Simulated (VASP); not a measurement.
An input for Ansatz (written as the equivalent of a VASP run, and not itself run):

Ansatz 0.2 input:
```yaml
crystal:
  lattice:
    - [2.7470000, 0.0000000, 0.0000000]
    - [0.0000000, 2.7470000, 0.0000000]
    - [0.0000000, 0.0000000, 3.6327300]
  atoms:
    - { symbol: V, position: [0.5000000, 0.5000000, 0.5000000] }
    - { symbol: Ir, position: [0.0000000, 0.0000000, 0.0000000] }
kpoints:
  mp_grid: { grid: [10, 10, 7] }
hamiltonian:
  xc: lda
  pseudopotentials: { kind: paw }
scf:
  occupations: { method: gaussian, width: 0.136 }
  max_iter: 100
output: { forces: true, stress: true, eigenvalues: true }
```

Task: Write the VASP files for the same calculation (LDA).

Result: Several could match; the one computed here: 
File KPOINTS:
```
Automatic mesh
0
Gamma
10 10 7
0 0 0
```

### INCAR
```
ALGO = Normal
EDIFF = 1E-6
ENCUT = 300
ISIF = 2
ISMEAR = 0
LASPH = .True.
LCHARG = .False.
LMAXMIX = 6
LREAL = .False.
LWAVE = .False.
NELM = 100
PREC = Accurate
SIGMA = 0.136
SYSTEM = VIr
```

File POSCAR:
```
VIr
1.0
  2.7470000000   0.0000000000   0.0000000000
  0.0000000000   2.7470000000   0.0000000000
  0.0000000000   0.0000000000   3.6327300000
V Ir
1 1
Cart
  1.3735000000   1.3735000000   1.8163650000
  0.0000000000   0.0000000000   0.0000000000
```

POTCAR, in this order: V_sv Ir (LDA.64 set). Program: vasp_std.

What does not carry over: each code has its own PAW files, so the cut-off isn't converted (ENCUT is set for VASP's; basis.ecutwfc is left out, and Ansatz then takes the one that its files recommend); Ansatz stops its SCF on the density residual and VASP on the energy change (EDIFF); Ansatz's lda is the Perdew-Wang form, while the LDA potentials of VASP carry Perdew-Zunger's.

The structure comes from a computed database's VIr entry (P4/mmm); how it stands against other phases isn't given here. The cell was not relaxed at this level. The run is one of a series of settings (GGA removed, POTCAR V_sv Ir (LDA.64 set) against the base run), some of them coarse on purpose.
